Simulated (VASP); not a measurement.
Computed with LDA (Ceperley-Alder, Perdew-Zunger), VASP's LDA PAW potentials (set 64) (plane waves; VASP).

A VASP calculation is set up with these files.

File KPOINTS:
```
K-points
0
Gamma
6 6 3
```

INCAR:
```
SYSTEM = CdS
PREC = Accurate; ENCUT = 400; LREAL = .False.
LASPH = .True.
EDIFF = 1E-8; NELM = 100; ALGO = Normal
LMAXMIX = 4
ISMEAR = 0; SIGMA = 0.05
IBRION = 1; NSW = 30; ISIF = 2
EDIFFG = -0.001
LWAVE = .False.; LCHARG = .False.
```

**POSCAR**
```
CdS
1
    2.0410082488    -3.5351298212    -0.0000000000
    2.0410082488     3.5351298212     0.0000000000
   -0.0000000000     0.0000000000     6.6311596822
Cd S
2 2
Direct
  0.6666670000   0.3333330000   0.5000153155
  0.3333330000   0.6666670000   0.0000153155
  0.6666670000   0.3333330000   0.8769846845
  0.3333330000   0.6666670000   0.3769846845
```

POTCAR, in this order: Cd S (LDA.64 set). Program: vasp_std.

What VASP printed:

OSZICAR:
```
       N       E                     dE             d eps       ncg     rms          rms(c)
DAV:   1     0.218863408131E+03    0.21886E+03   -0.15477E+04   632   0.123E+03
DAV:   2    -0.438525322901E+01   -0.22325E+03   -0.21805E+03   694   0.339E+02
DAV:   3    -0.157262750828E+02   -0.11341E+02   -0.11309E+02   730   0.777E+01
DAV:   4    -0.158385965111E+02   -0.11232E+00   -0.11229E+00   724   0.776E+00
DAV:   5    -0.158406916169E+02   -0.20951E-02   -0.20950E-02   762   0.991E-01    0.129E+01
DAV:   6    -0.148595696973E+02    0.98112E+00   -0.23912E+00   824   0.174E+01    0.975E+00
DAV:   7    -0.148266969471E+02    0.32873E-01   -0.84375E-01   748   0.550E+00    0.360E+00
DAV:   8    -0.148111154192E+02    0.15582E-01   -0.15667E-01   758   0.420E+00    0.595E-01
DAV:   9    -0.148094332117E+02    0.16822E-02   -0.24317E-02   780   0.214E+00    0.176E-01
DAV:  10    -0.148090931501E+02    0.34006E-03   -0.15868E-03   780   0.492E-01    0.784E-02
DAV:  11    -0.148091061544E+02   -0.13004E-04   -0.11795E-04   736   0.764E-02    0.845E-02
DAV:  12    -0.148091062395E+02   -0.85141E-07   -0.11756E-06   780   0.723E-03    0.902E-02
DAV:  13    -0.148091264405E+02   -0.20201E-04   -0.11595E-04   688   0.140E-01    0.569E-02
DAV:  14    -0.148091137138E+02    0.12727E-04   -0.60274E-05   836   0.102E-01    0.514E-02
DAV:  15    -0.148091149658E+02   -0.12520E-05   -0.78356E-06   748   0.144E-02    0.280E-02
DAV:  16    -0.148091149861E+02   -0.20303E-07   -0.11170E-07   736   0.338E-03    0.210E-02
DAV:  17    -0.148091152990E+02   -0.31283E-06   -0.77958E-08   748   0.136E-03    0.185E-02
DAV:  18    -0.148091153793E+02   -0.80391E-07   -0.75730E-09   440   0.607E-04    0.307E-02
DAV:  19    -0.148091150848E+02    0.29456E-06   -0.65960E-08   670   0.133E-03    0.282E-02
DAV:  20    -0.148091146606E+02    0.42419E-06   -0.26595E-07   676   0.232E-03    0.210E-02
DAV:  21    -0.148091144746E+02    0.18602E-06   -0.11409E-07   730   0.150E-03    0.155E-02
DAV:  22    -0.148091143393E+02    0.13531E-06   -0.13344E-07   670   0.161E-03    0.967E-03
DAV:  23    -0.148091142942E+02    0.45088E-07   -0.60687E-08   736   0.111E-03    0.448E-03
DAV:  24    -0.148091142826E+02    0.11613E-07   -0.20211E-08   540   0.650E-04    0.194E-03
DAV:  25    -0.148091142812E+02    0.13911E-08   -0.40323E-09   344   0.357E-04
   1 F= -.14809114E+02 E0= -.14809114E+02  d E =-.148091E+02
       N       E                     dE             d eps       ncg     rms          rms(c)
DAV:   1    -0.148091180963E+02   -0.38138E-05   -0.23224E-03   628   0.313E-01    0.148E-02
DAV:   2    -0.148091206397E+02   -0.25434E-05   -0.28867E-05   744   0.361E-02    0.485E-03
DAV:   3    -0.148091205697E+02    0.70069E-07   -0.25923E-07   724   0.384E-03    0.346E-03
DAV:   4    -0.148091205401E+02    0.29558E-07   -0.19322E-07   772   0.218E-03    0.716E-04
DAV:   5    -0.148091205404E+02   -0.23738E-09   -0.30198E-08   644   0.101E-03
   2 F= -.14809121E+02 E0= -.14809121E+02  d E =-.625917E-05
       N       E                     dE             d eps       ncg     rms          rms(c)
DAV:   1    -0.148091203537E+02    0.18646E-06   -0.18977E-03   628   0.283E-01    0.136E-02
DAV:   2    -0.148091224293E+02   -0.20757E-05   -0.23669E-05   744   0.327E-02    0.428E-03
DAV:   3    -0.148091223732E+02    0.56134E-07   -0.21302E-07   724   0.349E-03    0.302E-03
DAV:   4    -0.148091223506E+02    0.22581E-07   -0.14937E-07   764   0.192E-03    0.631E-04
DAV:   5    -0.148091223506E+02    0.52751E-10   -0.23080E-08   620   0.886E-04
   3 F= -.14809122E+02 E0= -.14809122E+02  d E =-.181022E-05
```

**OUTCAR**
```
------------------------ aborting loop because EDIFF is reached ----------------------------------------
  FORCE on cell =-STRESS in cart. coord.  units (eV):
  Direction    XX          YY          ZZ          XY          YZ          ZX
  --------------------------------------------------------------------------------------
  Total       -0.0752278     -0.0752278      0.0223270      0.0000000      0.0000000     -0.0000000
  in kB       -1.2595613     -1.2595611      0.3738271      0.0000000      0.0000000     -0.0000000
  external PRESSURE =      -0.7150985 kB  Pullay stress =       0.0000000 kB
  volume of cell :       95.69
      direct lattice vectors                 reciprocal lattice vectors
     2.041008249 -3.535129821  0.000000000     0.244976962 -0.141437521  0.000000000
     2.041008249  3.535129821  0.000000000     0.244976962  0.141437521  0.000000000
     0.000000000  0.000000000  6.631159682     0.000000000  0.000000000  0.150803185
  FREE ENERGIE OF THE ION-ELECTRON SYSTEM (eV)
  ---------------------------------------------------
  free  energy   TOTEN  =       -14.8091223506 eV

  energy  without entropy=      -14.8091223506  energy(sigma->0) =      -14.80912235

 reached required accuracy - stopping structural energy minimisation
```
(Selected blocks of OUTCAR.)

### CONTCAR
```
CdS
   1.00000000000000
     2.0410082487999999   -3.5351298212000000    0.0000000000000000
     2.0410082487999999    3.5351298212000000    0.0000000000000000
     0.0000000000000000    0.0000000000000000    6.6311596821999998
  Cd              S
     2     2
Direct
     0.6666669999999968    0.3333330000000032    0.5001073820799703
     0.3333330000000032    0.6666669999999968    0.0001073820799703
     0.6666669999999968    0.3333330000000032    0.8768926179200321
     0.3333330000000032    0.6666669999999968    0.3768926179200321
```

OUTCAR:
```
 val. band max:        1.4520640213   @ k =   0.0000   0.0000   0.0000

 cond. band min:       2.5041457582   @ k =   0.0000   0.0000   0.0000


 Fermi energy:         1.6709050262

 k-point     1 :       0.0000    0.0000    0.0000
  band No.  band energies     occupation
      1     -11.1399      2.00000
      2     -10.6524      2.00000
      3      -6.4481      2.00000
      4      -6.4401      2.00000
      5      -6.4401      2.00000
      6      -6.3472      2.00000
      7      -6.3472      2.00000
      8      -5.9745      2.00000
      9      -5.9745      2.00000
     10      -5.8674      2.00000
     11      -5.8674      2.00000
     12      -5.4880      2.00000
     13      -3.2745      2.00000
     14       0.6164      2.00000
     15       0.6165      2.00000
     16       1.4019      2.00000
     17       1.4520      2.00000
     18       1.4521      2.00000
     19       2.5041      0.00000
     20       4.0578      0.00000
     21       7.7261      0.00000
     22       7.7262      0.00000

 k-point     2 :       0.1667   -0.0000    0.0000
  band No.  band energies     occupation
      1     -11.0331      2.00000
      2     -10.6068      2.00000
      3      -6.4147      2.00000
      4      -6.3980      2.00000
      5      -6.3676      2.00000
      6      -6.2958      2.00000
      7      -6.2861      2.00000
      8      -5.9991      2.00000
      9      -5.9725      2.00000
     10      -5.9129      2.00000
     11      -5.8578      2.00000
     12      -5.4149      2.00000
     13      -3.0724      2.00000
     14      -0.4488      2.00000
     15       0.1579      2.00000
     16       0.2649      2.00000
     17       1.1783      2.00000
     18       1.2426      2.00000
     19       3.7115      0.00000
     20       4.9792      0.00000
     21       6.9903      0.00000
     22       8.0976      0.00000

 k-point     3 :       0.3333   -0.0000    0.0000
  band No.  band energies     occupation
      1     -10.8019      2.00000
...
```

The compound is CdS in the wurtzite structure. This run relaxes the ions in a fixed cell. Symmetry was kept, so distortions that lower it aren't found. The start is the result of an earlier pass.
